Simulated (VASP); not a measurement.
Consider the following.

```
CELL_PARAMETERS angstrom
      2.04150    -3.53597     0.00000
      2.04150     3.53597     0.00000
      0.00000     0.00000     5.38804
ATOMIC_POSITIONS crystal
  Te 0.33333 0.66667 0.25295
  Te 0.66667 0.33333 0.74705
  Pt 0.00000 0.00000 0.00000
```

All values below come from PBE GGA, VASP's PBE PAW potentials (set 64) (plane waves; VASP). Settings: 520 eV cut-off, Gaussian smearing of 0.050 eV, potentials Te Pt.

Problem. Give the energies of bands 3 to 14 at the high-symmetry points, in eV from the Fermi level.

Solution. 
```csv
band,Γ,M,K,A,L,H
3,-6.43,-6.47,-6.42,-5.47,-6.89,-5.82
4,-5.54,-4.96,-5.30,-5.47,-5.41,-5.76
5,-5.54,-4.63,-5.30,-4.52,-5.18,-5.76
6,-3.67,-3.63,-4.22,-3.69,-4.35,-3.98
7,-3.67,-3.38,-4.22,-3.69,-3.40,-3.98
8,-2.63,-3.33,-3.53,-2.28,-3.34,-3.82
9,-0.54,-3.32,-2.12,-1.55,-3.17,-3.42
10,-0.54,-3.22,-1.85,-1.09,-2.39,-2.61
11,1.04,-2.85,-1.85,-1.09,-0.84,-2.61
12,1.04,0.14,-0.27,2.01,0.53,2.11
13,1.21,2.26,-0.27,2.01,1.19,2.11
14,2.86,3.61,2.63,4.05,3.85,5.43
```

It has no gap at this level: it comes out as a metal or semimetal.

The compound is PtTe2 in the 1T layered structure. It was relaxed first, which changed the volume by +6 %.
